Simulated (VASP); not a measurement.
Computed with r2SCAN meta-GGA, VASP's PBE PAW potentials (set 64) (plane waves; VASP 6.6.1).

VASP ran on this input.

**KPOINTS**
```
Automatic mesh
0
Gamma
13 13 13
0 0 0
```

**KPOINTS_OPT**
```
k-points along high-symmetry lines
10
Line-mode
Reciprocal
  0.000000   0.000000   0.000000 ! GAMMA
  0.000000   0.500000   0.000000 ! X

  0.000000   0.500000   0.000000 ! X
  0.500000   0.500000   0.000000 ! M

  0.500000   0.500000   0.000000 ! M
  0.000000   0.000000   0.000000 ! GAMMA

  0.000000   0.000000   0.000000 ! GAMMA
  0.500000   0.500000   0.500000 ! R

  0.500000   0.500000   0.500000 ! R
  0.000000   0.500000   0.000000 ! X

  0.500000   0.500000   0.500000 ! R
  0.500000   0.500000   0.000000 ! M
```

File POSCAR:
```
Sm
1
    3.2234104899    -0.0000000000     0.0000000000
   -0.0000000000     3.2234104899     0.0000000000
   -0.0000000000     0.0000000000     3.2234104899
Sm
1
Direct
  0.0000000000   0.0000000000   0.0000000000
```

**INCAR**
```
# general
SYSTEM   =  Sm
PREC     =  Accurate
ENCUT    =  400
LREAL    =  .False.
LASPH    =  .True.

# electronic loop
EDIFF    =  1E-7
NELM     =  100
ALGO     =  Normal
LMAXMIX  =  6
LMIXTAU  =  .True.

# smearing
ISMEAR   =  -5

# functional
METAGGA  =  R2SCAN

# ions
ISIF     =  2

# output
LWAVE    =  .False.
LCHARG   =  .False.
LORBIT   =  11
NEDOS    =  601
```

POTCAR, in this order: Sm_3 (PBE.64 set). Program: vasp_std.

The run wrote:

**OSZICAR**
```
       N       E                     dE             d eps       ncg     rms          rms(c)
DAV:   1     0.244583908194E+02    0.24458E+02   -0.45783E+03  1512   0.868E+02
DAV:   2    -0.310167316089E+02   -0.55475E+02   -0.54902E+02  1606   0.206E+02
DAV:   3    -0.317739648970E+02   -0.75723E+00   -0.72730E+00  2034   0.244E+01
DAV:   4    -0.317837681451E+02   -0.98032E-02   -0.97955E-02  2072   0.175E+00
DAV:   5    -0.317838520673E+02   -0.83922E-04   -0.90001E-04  2013   0.915E-02    0.369E+00
DAV:   6    -0.287725441496E+02    0.30113E+01   -0.65113E-01  1531   0.996E+00    0.164E+00
DAV:   7    -0.290985688481E+02   -0.32602E+00   -0.30033E-01  1561   0.480E+00    0.782E-01
DAV:   8    -0.290434318524E+02    0.55137E-01   -0.18275E-02  1590   0.150E+00    0.459E-01
DAV:   9    -0.290771721841E+02   -0.33740E-01   -0.27917E-02  1536   0.172E+00    0.142E-01
DAV:  10    -0.290500445378E+02    0.27128E-01   -0.18399E-02  1517   0.142E+00    0.663E-02
DAV:  11    -0.290488197899E+02    0.12247E-02   -0.29343E-04  1840   0.207E-01    0.739E-02
DAV:  12    -0.290537068438E+02   -0.48871E-02   -0.81903E-03  1523   0.993E-01    0.652E-02
DAV:  13    -0.290502117228E+02    0.34951E-02   -0.13791E-03  1522   0.361E-01    0.994E-03
DAV:  14    -0.290501587389E+02    0.52984E-04   -0.42482E-05  1809   0.617E-02    0.786E-03
DAV:  15    -0.290500969674E+02    0.61772E-04   -0.27677E-05  1547   0.472E-02    0.549E-03
DAV:  16    -0.290500860975E+02    0.10870E-04   -0.76337E-06  1586   0.312E-02    0.191E-03
DAV:  17    -0.290500805601E+02    0.55374E-05   -0.72740E-07  1878   0.938E-03    0.811E-04
DAV:  18    -0.290500819692E+02   -0.14091E-05   -0.24640E-07  1558   0.401E-03    0.379E-04
DAV:  19    -0.290500832608E+02   -0.12916E-05   -0.23325E-08   836   0.200E-03    0.983E-05
DAV:  20    -0.290500844642E+02   -0.12034E-05   -0.98111E-09   808   0.817E-04    0.908E-05
DAV:  21    -0.290500845815E+02   -0.11725E-06   -0.78020E-10   797   0.282E-04    0.479E-05
DAV:  22    -0.290500844772E+02    0.10429E-06   -0.22867E-10   801   0.178E-04    0.244E-05
DAV:  23    -0.290500845044E+02   -0.27210E-07   -0.78555E-11   792   0.114E-04
   1 F= -.29050085E+02 E0= -.29050085E+02  d E =0.000000E+00
       N       E                     dE             ncg
```

**OUTCAR**
```
------------------------ aborting loop because EDIFF is reached ----------------------------------------
  FORCE on cell =-STRESS in cart. coord.  units (eV):
  Direction    XX          YY          ZZ          XY          YZ          ZX
  --------------------------------------------------------------------------------------
  Total        0.0153381      0.0153381      0.0153381     -0.0000000     -0.0000000     -0.0000000
  in kB        0.7337294      0.7337294      0.7337294     -0.0000000     -0.0000000     -0.0000000
  external PRESSURE =       0.7337294 kB  Pullay stress =       0.0000000 kB
  volume of cell :       33.49
      direct lattice vectors                 reciprocal lattice vectors
     3.223410490  0.000000000  0.000000000     0.310230423  0.000000000  0.000000000
     0.000000000  3.223410490  0.000000000     0.000000000  0.310230423  0.000000000
     0.000000000  0.000000000  3.223410490     0.000000000  0.000000000  0.310230423
 POSITION                                       TOTAL-FORCE (eV/Angst)
 -----------------------------------------------------------------------------------
      0.00000      0.00000      0.00000         0.000000      0.000000      0.000000
 -----------------------------------------------------------------------------------
    total drift:                                0.000000      0.000000     -0.000000
  FREE ENERGIE OF THE ION-ELECTRON SYSTEM (eV)
  ---------------------------------------------------
  free  energy   TOTEN  =       -29.0500845044 eV

  energy  without entropy=      -29.0500845044  energy(sigma->0) =      -29.05008450

 total charge

# of ion       s       p       d       tot
------------------------------------------
    1        2.189   5.861   1.150   9.200
```
(Selected blocks of OUTCAR.)

**OUTCAR**
```
 val. band max:        3.0879313686   @ k =   0.3846   0.1538   0.0000

 cond. band min:       3.0682700333   @ k =   0.3846   0.3846   0.0000


 Fermi energy:         3.0867219701

 k-point     1 :       0.0000    0.0000    0.0000
  band No.  band energies     occupation
      1     -39.5836      2.00000
      2     -17.9067      2.00000
      3     -17.9067      2.00000
      4     -17.9067      2.00000
      5      -1.2055      2.00000
      6       2.0381      2.00000
      7       2.0381      2.00000
      8       9.4957      0.00000
      9       9.4957      0.00000

 k-point     2 :       0.0769    0.0000    0.0000
  band No.  band energies     occupation
      1     -39.5760      2.00000
      2     -17.9929      2.00000
      3     -17.8995      2.00000
      4     -17.8995      2.00000
      5      -1.0596      2.00000
      6       2.0811      2.00000
      7       2.2037      2.00000
      8       9.1726      0.00000
      9       9.1726      0.00000

 k-point     3 :       0.1538    0.0000    0.0000
  band No.  band energies     occupation
      1     -39.5551      2.00000
      2     -18.2251      2.00000
      3     -17.8794      2.00000
      4     -17.8794      2.00000
      5      -0.6642      2.00000
      6       2.2039      2.00000
      7       2.6775      2.00284
      8       8.4400      0.00000
      9       8.4400      0.00000

 k-point     4 :       0.2308    0.0000    0.0000
  band No.  band energies     occupation
      1     -39.5254      2.00000
      2     -18.5368      2.00000
      3     -17.8508      2.00000
      4     -17.8508      2.00000
      5      -0.1107      2.00000
      6       2.3873      2.00000
      7       3.3449      0.15170
      8       7.6331      0.00000
      9       7.6331      0.00000

 k-point     5 :       0.3077    0.0000    0.0000
  band No.  band energies     occupation
      1     -39.4935      2.00000
      2     -18.8503      2.00000
      3     -17.8202      2.00000
...
```

The 4f electrons are frozen in the core of the lanthanide potential, so 4f levels, which can set the real gap, and their magnetism are missing. For a metal the tetrahedron method with Blöchl corrections gives inexact stress and forces.

The structure was generated: Sm was put into the simple-cubic type (Pm-3m), which need not be its known phase. It was relaxed first, which changed the volume by -10 %.
